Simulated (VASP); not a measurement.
Take TiO$_{2}$ (rutile), with a static lattice, in VASP with PAW potentials, and its bulk modulus.

Q: One run gives 207 GPa. Which level is it?
(A) PBE-D3 (zero damping)
(B) r2SCAN
(C) MS2
(D) SCAN

A: A, PBE-D3 (zero damping).  The others give 228 (r2SCAN), 225 (MS2), 236 (SCAN).

Only levels that ran to the end are used. Left out are those held back, those with too coarse a band path, GW runs whose mesh misses a band edge, hybrids' fits of cells that aren't cubic and levels without matching references; a question may draw on a part of the rest.

The compound is TiO2 in the rutile structure.
